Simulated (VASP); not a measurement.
Data:

```xyz
3
Lattice="1.8113 -3.1373 0.0000 1.8113 3.1373 0.0000 0.0000 0.0000 4.1877" Properties=species:S:1:pos:R:3 pbc="T T T"
Pt     0.0000     0.0000     0.0000
Se     1.8113     1.0458     1.2294
Se     1.8113    -1.0458     2.9583
```

Method: PBEsol GGA, VASP's PBE PAW potentials (set 64) (plane waves; VASP). Run with 500 eV cut-off, 10×10×7 Γ-centred mesh, first-order Methfessel-Paxton smearing of 0.10 eV, potentials Pt Se.

Energy and stress use the plane-wave basis of the starting cell. Without a dispersion term in the relaxation, distances and binding between the weakly bound layers, chains or molecules are unreliable, and so is what depends on them.

### Question
The ions, cell shape and volume at an external pressure of 45.0 GPa are relaxed. What does this cell relax into?

### Answer

```xyz
3
Lattice="1.7889 -3.0984 0.0000 1.7889 3.0984 0.0000 0.0000 0.0000 4.0581" Properties=species:S:1:pos:R:3 pbc="T T T"
Pt     0.0000     0.0000     0.0000
Se     1.7889     1.0328     1.2120
Se     1.7889    -1.0328     2.8460
```
Space group P-3m1 (164), at a tolerance of 0.03 Å.

### Question
How do energy and volume change from the first to the last step?

### Answer
The energy (σ→0) changes by +201.0 meV/atom and the volume by -5.5 %, in 11 ionic steps.

The compound is PtSe2 in the 1T layered structure. This run relaxes it under an external pressure of 45 GPa. Symmetry was kept, so distortions that lower it aren't found.
